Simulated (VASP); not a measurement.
Input of a VASP 6.6.1 run:

Contents of POSCAR:

```
ZnH16Cl2O8
1.0
    6.7386640000      0.0000000000      0.0000000000
    0.0000000000      6.7386640000      0.0000000000
    0.0000000000      0.0000000000      6.7386640000
O H Zn Cl
8 16 1 2
Direct
    0.5146272317      0.6076427019      0.0702513139
    0.1420904797      0.8897164186      0.0855807620
    0.4952762150      0.0493569645      0.5987388598
    0.7800359240     -0.0914721375      0.8531513071
    0.0107439694      0.2207559243      0.5593987176
    0.2998665611      0.2855907343      0.2659132433
    0.7031067286      0.4794125364      0.4582510717
    0.5412942387     -0.0041551263      0.1600762406
    0.4969679450      0.6966366033     -0.0424416472
    0.5919571001      0.5026218847      0.0139641923
    0.2889741943      0.9083106087      0.1033142475
    0.0817521099      1.0166852064      0.0765285226
    0.4077069283      0.1541848651      0.5806492207
    0.4126930798     -0.0613919911      0.6496985159
    0.6940248097     -0.0453205561      0.9656661914
    0.7492137907     -0.0094974315      0.7325339266
    0.0325435428      0.2926989682      0.6795560663
   -0.1118767756      0.2870005093      0.5176396983
    0.2461763934      0.3813960749      0.1718441519
    0.1798724495      0.2616097197      0.3423230480
    0.7444502352      0.5351802672      0.3280323815
    0.5611052873      0.4910914092      0.4483974865
    0.4667394012      0.1245795903      0.1803028019
    0.5797588365     -0.0332261706      0.2902949309
    0.0137861155      0.7257670066      0.8705731581
    0.2302978751      0.6762171255      0.6280473399
    0.9406315555      0.4299813732     -0.0037396137
```

File INCAR.step1:

```
PREC = Accurate
ENCUT = 520
ISMEAR = -1
SIGMA = 0.05
LREAL = Auto
LASPH = True
NELM = 80
NBANDS = 64
GGA = PE
ALGO = Normal
EDIFF = 1E-4
LWAVE = True
LCHARG = False
```

Contents of INCAR.step2:

```
PREC = Accurate
ENCUT = 520
EDIFF = 1E-7
ISMEAR = -1
SIGMA = 0.05
LREAL = Auto
LASPH = True
NELM = 80
ALGO = Normal
ISIF = 2
LWAVE = False
LCHARG = True
METAGGA = R2SCAN
LMIXTAU = True
IVDW = 12
VDW_S6 = 1.0
VDW_S8 = 0.78981345
VDW_A1 = 0.49484001
VDW_A2 = 5.73083694
LELF = True
LVHAR = True
NBANDS = 64
ISTART = 1
```

File KPOINTS:

```
regular mesh
0
Gamma
  1 1 1
```

Potentials or basis: VASP PAW PBE potentials, release 64 (O, H, Zn, Cl).

Command:

```sh
$ cat potpaw_PBE.64/O/POTCAR potpaw_PBE.64/H/POTCAR potpaw_PBE.64/Zn/POTCAR potpaw_PBE.64/Cl/POTCAR > POTCAR
$ cp INCAR.step1 INCAR
$ mpirun -np 1 vasp_gam > vasp.out
$ cp INCAR.step2 INCAR
$ mpirun -np 1 vasp_gam > vasp.out
```

(1) Predict the pressure.

(2) Estimate the largest force.

(3) What does it give for the band gap on the k mesh?

(4) Predict the dispersion energy per atom.

Answers

(1) -0.2 GPa.

(2) 2.615 eV/Å.

(3) 4.89 eV, direct.

(4) -0.025 eV.

Caveat: the PAW data sets were made with another functional, which shifts forces and pressure a little.
